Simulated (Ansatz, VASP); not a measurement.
## SnPt in two plane-wave programs

Aim: how closely do two programs agree when they are given the same cell, functional and k mesh? The cell is generated by rule, not measured, and may not be a known phase. Of the first pair: The structure shown is the start of the Ansatz relaxation below; VASP solves that cell, so the two are compared at the walk's first step.

Calculated with Ansatz 0.2.0; plane waves, with VASP 6.6.1 beside it; single point at PBEsol.

## (1) Starting point

Symmetry: P6_3mc, No. 186, hexagonal system. The conventional cell has a = 4.343 Å, b = 4.343 Å, c = 7.006 Å, α = 90.00°, β = 90.00°, γ = 120.00°. Nearest to Pt lie 4 Sn at 2.59 to 2.67 Å. Nearest to Sn lie 4 Pt at 2.59 to 2.67 Å. Farther neighbours are not listed.

Structure file:

```cif
data_structure
_symmetry_space_group_name_H-M 'P 1'
_symmetry_Int_Tables_number 1
_cell_length_a 4.3429
_cell_length_b 4.3429
_cell_length_c 7.0065
_cell_angle_alpha 90.000
_cell_angle_beta 90.000
_cell_angle_gamma 120.000
_cell_volume 114.44
loop_
_atom_site_label
_atom_site_type_symbol
_atom_site_fract_x
_atom_site_fract_y
_atom_site_fract_z
_atom_site_occupancy
Pt1 Pt 0.33333 0.66667 0.00272 1
Pt2 Pt 0.66667 0.33333 0.50272 1
Sn3 Sn 0.33333 0.66667 0.37228 1
Sn4 Sn 0.66667 0.33333 0.87228 1
```

## (2) Ansatz: relaxation, PBEsol

Ansatz runs on its default PAW (the set named soft_2) files.

The two programs are compared at the cell with which this relaxation starts, whose forces are those of its first step.

Contents of input.yaml:

```yaml
crystal:
  lattice:
    - [4.3429148933, 2.891e-06, 0.0]
    - [-2.1714599503, 3.7610731785, 0.0]
    - [0.0, 0.0, 7.0064632672]
  atoms:
    - { symbol: Pt, position: [0.3333333333, 0.6666666667, 0.0027153186] }
    - { symbol: Pt, position: [0.6666666667, 0.3333333333, 0.5027153186] }
    - { symbol: Sn, position: [0.3333333333, 0.6666666667, 0.3722846814] }
    - { symbol: Sn, position: [0.6666666667, 0.3333333333, 0.8722846814] }
kpoints:
  mp_grid: { grid: [12, 12, 6] }
hamiltonian:
  xc: pbesol
scf:
  occupations: { method: methfessel_paxton, width: 0.15 }
output:
  forces: true
  stress: true
  eigenvalues: true
relax:
  adjacent_minimum: "off"
  f_tol: 0.001
  max_steps: 60
  cell: { stress_tol: 0.02, fix: [a, b, gamma] }
```

The run is started by

```bash
ansatz run input.yaml --threads 8 --pin off --max-ram 14336MiB --backend cpu --events-out ev --progress --plain --runs-dir out
```

Numbers of over 12 decimals in the logs are rounded to 6 here.

The program printed:

```text
Engine: ansatz 0.2.0, aarch64-unknown-linux-gnu
Pseudopotentials: kind: paw
Pseudopotential: Pt, paw, valence charge 18, recommended cutoff 420 eV (normal), Pt.paw.azcp
Pseudopotential: Sn, paw, valence charge 14, recommended cutoff 420 eV (normal), Sn.paw.azcp
Functional definition: PBEsol
  exchange = pbesol_x
  correlation = pbesol_c
Crystal: 4 atoms, lattice volume = 114.444 Å³
Basis set: ecut = 420 eV, 2273 PW (Γ), exchange–correlation on 60×60×96 points (8 copies of the dense FFT grid, shifted against one another)
Bands: 39, of which v1, the nominal top of the filled ones, is band 32 counted from 1 (31 counted from 0)
Symmetry: 12 space group operations
Space group: P63mc (ITA 186), of the structure as read, at distance tolerance 4.9e-5 Å
k-points: 76 of 864 (time reversal used)
Non-local potential: Pt, projectors of the file, l = 0: 3, l = 1: 2, l = 2: 2, l = 3: 1
Non-local potential: Sn, projectors of the file, l = 0: 2, l = 1: 2, l = 2: 2, l = 3: 2
PAW form: soft (Blöchl's): semilocal exchange-correlation on the pseudo side does not see the compensation charge
PAW frozen core: Pt, regenerated for the run's functional, and the local potential with it (the file was generated under x = pbe(κ = 0.804, μ = 0.219515), c = pbe(β = 0.066725))
PAW frozen core: Sn, regenerated for the run's functional, and the local potential with it (the file was generated under x = pbe(κ = 0.804, μ = 0.219515), c = pbe(β = 0.066725))
PAW one-centre angular grid: Pt, 590 points (default); XC on 64 Gauss nodes
PAW one-centre angular grid: Sn, 590 points (default); XC on 64 Gauss nodes
Initial density: superposition of atomic densities (neutral atoms: chi_scale 0, normalization atom), corrected by the library's trained network
Initial wavefunctions: pseudopotential atomic-orbital guess
Functional: x = pbesol(κ = 0.804, μ = 0.123457), c = pbesol(β = 0.046)
SCF iter   1: F=—  HF=-36667.170836 eV  |F-HF|=—  |Δ(HF+E_count)|=         —  Δρ=3.16e-3  dr2=1.11e-2  ethr=1.77e-3  ⟨swp⟩=6.4  Hψ=11912  notcnv=0
preconditioner: auto → LDOS  [metal: Δε(μ)=0.042 eV  Ē_g=14.401 eV  σ=0.150 eV  W_gap=0.23  n_scr=34 (ndim 8)  ℏωp=24.0 eV  f_vac=0.073  D(μ)=1.47/eV (n_scr^D=2)  β→1.0]
SCF iter   2: F=—  HF=-36667.170839 eV  |F-HF|=—  |Δ(HF+E_count)|=   3.14e-6  S|Δr|=    0.00e0  Δρ=2.74e-3  dr2=1.01e-2  ethr=1.73e-5  ⟨swp⟩=2.6  Hψ=5770  notcnv=0
SCF iter   3: F=—  HF=-36667.168073 eV  |F-HF|=—  |Δ(HF+E_count)|=   2.77e-3  S|Δr|=    0.00e0  Δρ=3.61e-4  dr2=1.60e-4  ethr=1.58e-5  ⟨swp⟩=2.2  Hψ=4603  notcnv=0
SCF iter   4: F=—  HF=-36667.168052 eV  |F-HF|=—  |Δ(HF+E_count)|=   2.03e-5  S|Δr|=    0.00e0  Δρ=8.40e-5  dr2=9.53e-6  ethr=2.50e-7  ⟨swp⟩=2.0  Hψ=5131  notcnv=0
SCF iter   5: F=—  HF=-36667.168051 eV  |F-HF|=—  |Δ(HF+E_count)|=   1.07e-6  S|Δr|=    0.00e0  Δρ=1.79e-5  dr2=4.44e-7  ethr=1.49e-8  ⟨swp⟩=2.0  Hψ=4635  notcnv=0
SCF iter   6: F=-36667.168052 eV  HF=-36667.168052 eV  |F-HF|=1.81e-8  |Δ(HF+E_count)|=   1.97e-7  S|Δr|=    0.00e0  Δρ=5.56e-6  dr2=5.78e-8  ethr=1.56e-10  ⟨swp⟩=10.0  Hψ=13738  notcnv=0
SCF 1 converged in 6 iterations: F = -36667.168052 eV  dr2 = 5.78e-8
  greatest PAW one-centre occupation: 1.000 electrons in one spin orbital (limit 2), on the Pt atom at site 1 (counted from 0), in its partial waves of l = 0
relax step   1: F+E_penalty+E_count = -36667.16805152 eV  Δ(F+E_penalty+E_count) = +0.000e0 eV  max|allowed force component| = 4.910e-1 eV/Å  Δτ_max = 0.0000 Å  P = -5.479 GPa  Ω = 114.444 Å³  fix = [a, b, gamma]  reactions: a -6.640, b -6.640 GPa  (6 SCF iters, dr2 threshold 1.00e-7 eV, accepted)
[...]
relax step  13: F+E_penalty+E_count = -36667.54414686 eV  Δ(F+E_penalty+E_count) = +5.177e-3 eV  max|allowed force component| = 8.367e-5 eV/Å  Δτ_max = 0.0000 Å  P = +10.805 GPa  Ω = 89.300 Å³  fix = [a, b, gamma]  reactions: a +16.224, b +16.224 GPa  stress off target by 3.24e-2 GPa on what of the cell is left free  SCF on the basis re-selected at this cell (its energy is not comparable with the rows above)  (6 SCF iters)
[...]
relax step  14: F+E_penalty+E_count = -36667.54415588 eV  Δ(F+E_penalty+E_count) = -9.017e-6 eV  max|allowed force component| = 7.465e-7 eV/Å  Δτ_max = 0.0000 Å  P = +10.824 GPa  Ω = 89.286 Å³  energy of the carried Pulay correction = +7.632e-6 eV  fix = [a, b, gamma]  reactions: a +16.236, b +16.236 GPa  (4 SCF iters, dr2 threshold 2.62e-9 eV, accepted)
[...]
relax step  15: F+E_penalty+E_count = -36667.54415145 eV  Δ(F+E_penalty+E_count) = +4.430e-6 eV  max|allowed force component| = 9.879e-7 eV/Å  Δτ_max = 0.0000 Å  P = +10.824 GPa  Ω = 89.286 Å³  fix = [a, b, gamma]  reactions: a +16.236, b +16.236 GPa  stress off target by 2.08e-4 GPa on what of the cell is left free  SCF on the basis re-selected at this cell (its energy is not comparable with the rows above)  (4 SCF iters)
basis re-selected at this cell: Δ(F+E_penalty+E_count) = +4.430e-6 eV, ΔP = -0.000 GPa vs the last step (what re-selecting the basis moved, of the pressure what is left beyond the Pulay correction that the steps carried, after the strain that the cell walked since its last selection, with what the two solves' SCF thresholds leave and, on support functions, any second-order correction that the steps lacked; it is no m [...]
SCF converged after 4 iterations
Stability not checked: this state was not tested for a lower state beside it, because cold or Methfessel-Paxton smearing, or corrected tetrahedra, fill the levels in a way that the test cannot read (fill_not_monotonic; see scf.lower_state_search)
Free energy (F): -36667.544151 eV
Harris-Foulkes:  -36667.544151 eV  (|F-HF|=7.28e-12)
Internal energy: -36667.543496 eV  (E = F + TS)
E sigma→0 (E₀):  -36667.543988 eV
Entropy (-TS):   -0.000655 eV (-0.164 meV/atom)
Fermi energy:    13.696349 eV
--- Per-component energies (eV) ---
  E_band       = -685.191472
  E_kinetic    = 1664.965356
  E_local      = -6374.892257  (includes V_loc(G=0)·N_el)
  E_nonlocal   = 349.043210
  E_hartree    = 2892.056438
  E_xc         = -1281.760922
  E_vxc        = -802.467066  (∫ρ·V_xc dr)
  E_paw        = -26771.452555  (= ΣΔE_a)
  E_vpaw       = -1305.953903  (= ΣTr[D̂ρ^β])
  E_aug_tail   = 0.000386  (compensation charges beyond the density's cutoff)
  E_ewald      = -7146.646794
  E_core_change = 1.143642  (= ΣΔE_core)
  E_smearing   = -0.000655  (= −TS)
  E_closure    = 0.000000  (closes the sum)
  Σ components = -36667.544151   (vs F -36667.544151, Δ=0.00e0)
--- Forces (eV/Å), atoms counted from 1 ---
  atom   1  Pt     0.00000000     0.00000000    -0.00000087
  atom   2  Pt    -0.00000000    -0.00000000    -0.00000087
  atom   3  Sn    -0.00000000    -0.00000000     0.00000110
  atom   4  Sn     0.00000000     0.00000000     0.00000110
  max |Σ_I F_I| component: 4.59e-7 eV/Å
--- Stress (GPa, compression-positive) ---
       16.235512      -0.000000       0.000000
       -0.000000      16.235512       0.000000
        0.000000      -0.000000      -0.000208
  P = ⅓ Tr σ = 10.8236 GPa (108.236 kbar)
--- Band table (eV; the first three rows and the last of 76) ---
  k-point 0: bands = [... 28 lower, 11.1513, 11.1513, 12.7442, 16.0577, 16.0577, 16.9655, 17.4262, 19.4180, ... 3 higher]
  k-point 1: bands = [... 28 lower, 11.1406, 11.1406, 13.9079, 16.2572, 16.2572, 16.9220, 17.1223, 19.4290, ... 3 higher]
  k-point 2: bands = [... 28 lower, 11.0749, 11.0749, 16.0920, 16.8081, 16.8238, 16.8238, 16.8373, 18.6145, ... 3 higher]
  k-point 75: bands = [... 28 lower, 11.6491, 11.6491, 11.6590, 11.6590, 12.9568, 12.9568, 20.1494, 20.1494, ... 3 higher]
--- Relaxed structure (13 steps of the walk, 12 accepted, 2 SCFs on fresh bases) ---
  F+E_penalty+E_count = -36667.54415145 eV   max|allowed force component| = 9.879e-7 eV/Å   (the final SCF, on the basis selected at the relaxed cell)
  cell:  # Å, volume = 89.2860 Å³
    - [4.342915, 2.890983001410801e-6, 0]
    - [-2.171460, 3.761073, 0]
    - [0, 0, 5.466260]
  atoms:
    - { symbol: Pt, position: [0.333333, 0.666667, -0.062500] }
    - { symbol: Pt, position: [0.666667, 0.333333, 0.437500] }
    - { symbol: Sn, position: [0.333333, 0.666667, 0.437500] }
    - { symbol: Sn, position: [0.666667, 0.333333, 0.937500] }
```

## (3) VASP: single point, PBEsol, start cell, pair 1

The same cell, functional, mesh and smearing now go to VASP, with its own data sets.

Lines of VASP's logs that name or quote its potential files are left out, and so is its time.

Contents of INCAR:

```
SYSTEM = SnPt
PREC = Accurate
ENCUT = 400
EDIFF = 1E-06
NELM = 120
ISMEAR = 1
SIGMA = 0.15
LREAL = .FALSE.
ALGO = Normal
GGA = PS
NBANDS = 30
LASPH = .TRUE.
LORBIT = 11
LWAVE = .FALSE.
LCHARG = .FALSE.
ISIF = 2
GGA_COMPAT = .FALSE.
KPAR = 2
```

Contents of POSCAR:

```
SnPt
1.0
    4.3429150000      0.0000030000      0.0000000000
   -2.1714600000      3.7610730000      0.0000000000
    0.0000000000      0.0000000000      7.0064630000
Pt Sn
2 2
Direct
    0.3333332566      0.6666666667      0.0027153501
    0.6666667434      0.3333333333      0.5027152787
    0.3333332566      0.6666666667      0.3722847034
    0.6666667434      0.3333333333      0.8722847748
```

Contents of KPOINTS:

```
Automatic mesh
0
Gamma
12 12 6
0 0 0
```

PAW data sets: Pt and Sn_d (PBE family, release 64).

The run is started by

```bash
mpirun -np 2 vasp_std
```

The program printed:

```text
[banner, memory and clock lines left out]
running    2 mpi-ranks, on    1 nodes
 distrk:  each k-point on    1 cores,    2 groups
 distr:  one band on    1 cores,    1 groups

 POSCAR found type information on POSCAR PtSn
 POSCAR found :  2 types and       4 ions
|                                                                             |
|               ----> ADVICE to this user running VASP <----                  |
|                                                                             |
|     You enforced a specific xc type in the INCAR file but a different       |
|     [... a line on the potential file left out ...]
|     I HOPE YOU KNOW WHAT YOU ARE DOING!                                     |
|                                                                             |

 LDA part: xc-table for (Slater+PW92), standard interpolation
 POSCAR, INCAR and KPOINTS ok, starting setup
 FFT: planning ... GRIDC
 FFT: planning ... GRID_SOFT
 FFT: planning ... GRID
 WAVECAR not read
 entering main loop
       N       E                     dE             d eps       ncg     rms          rms(c)
DAV:   1     0.423362338379E+03    0.42336E+03   -0.20118E+04  4770   0.180E+03
DAV:   2     0.303468135045E+02   -0.39302E+03   -0.37560E+03  4860   0.497E+02
DAV:   3    -0.207280124738E+02   -0.51075E+02   -0.48306E+02  5230   0.156E+02
DAV:   4    -0.227630192448E+02   -0.20350E+01   -0.20228E+01  5260   0.350E+01
DAV:   5    -0.228274404965E+02   -0.64421E-01   -0.64415E-01  5820   0.637E+00    0.715E+00
DAV:   6    -0.225199998976E+02    0.30744E+00   -0.14282E+00  5186   0.731E+00    0.288E+00
DAV:   7    -0.224434000482E+02    0.76600E-01   -0.20348E-01  5668   0.386E+00    0.197E+00
DAV:   8    -0.224185169379E+02    0.24883E-01   -0.64001E-02  5656   0.195E+00    0.194E-01
DAV:   9    -0.224180221682E+02    0.49477E-03   -0.48879E-03  5974   0.774E-01    0.129E-01
DAV:  10    -0.224180342878E+02   -0.12120E-04   -0.66267E-04  5716   0.239E-01    0.351E-02
DAV:  11    -0.224180502217E+02   -0.15934E-04   -0.33945E-05  5418   0.407E-02    0.970E-03
DAV:  12    -0.224180526529E+02   -0.24312E-05   -0.63166E-06  5398   0.263E-02    0.270E-03
DAV:  13    -0.224180528110E+02   -0.15809E-06   -0.64415E-07  3146   0.553E-03
   1 F= -.22418053E+02 E0= -.22418671E+02  d E =0.185362E-02
```

From OUTCAR (step 3):

```text
ion  position               nearest neighbor table
   1  0.333  0.667  0.003-   3 2.59   4 2.67   4 2.67   4 2.67
   2  0.667  0.333  0.503-   4 2.59   3 2.67   3 2.67   3 2.67
   3  0.333  0.667  0.372-   1 2.59   2 2.67   2 2.67   2 2.67
   4  0.667  0.333  0.872-   2 2.59   1 2.67   1 2.67   1 2.67

  LATTYP: Found a hexagonal cell.
 ALAT       =     4.3429150000
 C/A-ratio  =     1.6133088030

 Subroutine GETGRP returns: Found 12 space group operations
 (whereof  6 operations were pure point group operations)

The static configuration has the point symmetry C_3v.
 The point group associated with its full space group is C_6v.

 Found     76 irreducible k-points:

   k-points           NKPTS =     76   k-points in BZ     NKDIM =     76   number of bands    NBANDS=     30

   dimension x,y,z NGX =    28 NGY =   28 NGZ =   48
   dimension x,y,z NGXF=    56 NGYF=   56 NGZF=   96

   ENCUT  =  400.0 eV  29.40 Ry    5.42 a.u.   7.08  7.08 11.43*2*pi/ulx,y,z

   NELECT =      48.0000    total number of electrons

 k-points in reciprocal lattice and weights: Automatic mesh
   0.00000000  0.00000000  0.00000000       0.001
   0.08333333  0.00000000  0.00000000       0.007
   0.16666667  0.00000000  0.00000000       0.007
   0.25000000  0.00000000  0.00000000       0.007
   0.33333333  0.00000000  0.00000000       0.007
   0.41666667  0.00000000  0.00000000       0.007
   0.50000000  0.00000000  0.00000000       0.003
   0.08333333  0.08333333  0.00000000       0.007
   0.16666667  0.08333333  0.00000000       0.014
[...]
0.33333333  0.25000000  0.50000000       0.014
   0.33333333  0.33333333  0.50000000       0.002

 average (electrostatic) potential at core
       1 -68.2262       2 -68.2262       3-101.4072       4-101.4072

 E-fermi :   5.0294

 k-point     1 :       0.0000    0.0000    0.0000
  band No.  band energies     occupation
    ...
     19       2.5425      2.00000
     20       2.5425      2.00000
     21       2.7674      2.00000
     22       2.7674      2.00000
     23       3.0305      2.00000
     24       7.9024     -0.00000
     25       7.9024     -0.00000
     26       9.6418      0.00000
     27       9.7394      0.00000
     28      10.0303      0.00000
    ...

 k-point     2 :       0.0833    0.0000    0.0000
  band No.  band energies     occupation
    ...
     19       2.5196      2.00000
     20       2.5389      2.00000
     21       2.7459      2.00000
     22       2.7720      2.00000
     23       3.0897      2.00000
     24       7.2514     -0.00000
     25       7.6765     -0.00000
     26       9.1274      0.00000
     27       9.7350      0.00000
     28      10.1156      0.00000
    ...

 k-point     3 :       0.1667    0.0000    0.0000
  band No.  band energies     occupation
    ...
     19       2.4594      2.00000
     20       2.5412      2.00000
     21       2.6950      2.00000
     22       2.7819      2.00000
     23       3.2574      2.00000
     24       6.1452     -0.00000
     25       7.1529     -0.00000
     26       7.9970     -0.00000
     27       9.1236      0.00000
     28       9.6401      0.00000
    ...

  Total       -4.7638094     -4.7638089     -2.2606285     -0.0000001      0.0000000      0.0000000
  in kB      -66.6918649    -66.6918572    -31.6481035     -0.0000017      0.0000000      0.0000000
  external PRESSURE =     -55.0106085 kB  Pullay stress =       0.0000000 kB

  energy-cutoff  :      400.00
  volume of cell :      114.44
      direct lattice vectors                 reciprocal lattice vectors
     4.342915000  0.000003000  0.000000000     0.230259998  0.132940886  0.000000000
    -2.171460000  3.761073000  0.000000000    -0.000000184  0.265881466  0.000000000
     0.000000000  0.000000000  7.006463000     0.000000000  0.000000000  0.142725367

 POSITION                                       TOTAL-FORCE (eV/Angst)
 -----------------------------------------------------------------------------------
     -0.00000      2.50738      0.01903         0.000000     -0.000000     -0.494288
      2.17146      1.25369      3.52226        -0.000000      0.000000     -0.494288
     -0.00000      2.50738      2.60840         0.000000     -0.000000      0.494288
      2.17146      1.25369      6.11163        -0.000000     -0.000000      0.494288
 -----------------------------------------------------------------------------------
    total drift:                               -0.000262     -0.000011     -0.002176

  FREE ENERGIE OF THE ION-ELECTRON SYSTEM (eV)
  ---------------------------------------------------
  free  energy   TOTEN  =       -22.4180528110 eV

  energy  without entropy=      -22.4199064262  energy(sigma->0) =      -22.41867068

 total charge
# of ion       s       p       d       tot
------------------------------------------
    1        0.747   0.306   8.207   9.260
    2        0.747   0.306   8.207   9.260
    3        1.186   1.024  10.041  12.252
    4        1.186   1.024  10.041  12.252
--------------------------------------------------
tot          3.867   2.660  36.496  43.023

[... 3 further parts left out ...]
```

The run ends at a pressure of -5.50 GPa, with forces up to 0.49 eV/Å.

## (4) Differences

Known differences besides the potentials themselves: the data sets hold 64 valence electrons in Ansatz (on its default PAW (the set named soft_2) files) and 48 in VASP; the cutoff is 420 eV in Ansatz and 400 eV in VASP; Ansatz makes its cores anew for this functional, VASP keeps those of its PBE data sets. Total energies have different zeros and are not compared.

Forces (eV/Å; atoms numbered as in POSCAR):

```csv
atom,"Ansatz x, y, z","VASP x, y, z"
Pt1,"0.000, 0.000, -0.491","0.000, 0.000, -0.494"
Pt2,"0.000, 0.000, -0.491","0.000, 0.000, -0.494"
Sn3,"0.000, 0.000, 0.491","0.000, 0.000, 0.494"
Sn4,"0.000, 0.000, 0.491","0.000, 0.000, 0.494"
```

The forces differ by 1.9 meV/Å r.m.s., which is 0.7 % of the r.m.s. force of 0.285 eV/Å (both taken over all components).

(Part 1 of 2 ends here.)

[Lines on the potential files, build, host, timing and source positions are cut from VASP's logs without a mark.]

[Logs are printed without paths, hosts, clocks, repeated set-up lines and the standing remarks that a program may print on its own settings, such as how far it seeks lower states.]

[Hosts, paths, dates, database ids (printed as entryN), source tags and the programs' standing remarks are cut or masked in the printed files.]
